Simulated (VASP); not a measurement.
Input:

```
SrTiO3
1.0
    3.90334     0.00000     0.00000
    0.00000     3.90334     0.00000
    0.00000     0.00000     3.90334
Sr Ti O
1 1 3
Direct
  0.00000   0.00000   0.00000
  0.50000   0.50000   0.50000
  0.50000   0.00000   0.50000
  0.00000   0.50000   0.50000
  0.50000   0.50000   0.00000
```

Method: PBE GGA, VASP's PBE PAW potentials (set 64) (plane waves; VASP 6.6.1). Settings: 620 eV cut-off, 6×6×6 Γ-centred mesh, Gaussian smearing of 0.050 eV, potentials Sr_sv Ti_sv O.

Problem. What does the run give for the energy per atom (σ→0), pressure, band gap (on the k-mesh) with the smallest direct gap where there is one?

Solution. 
```json
{
 "band gap (on the k-mesh)": "1.86 eV",
 "smallest direct gap (on the k-mesh)": "2.21 eV",
 "energy per atom (σ→0)": "-8.016 eV/atom",
 "pressure": "4.98 GPa"
}
```

The compound is SrTiO3 in the cubic perovskite structure, the ideal cubic form; the compound distorts at low or room temperature. It was relaxed first under an external pressure of 5 GPa.
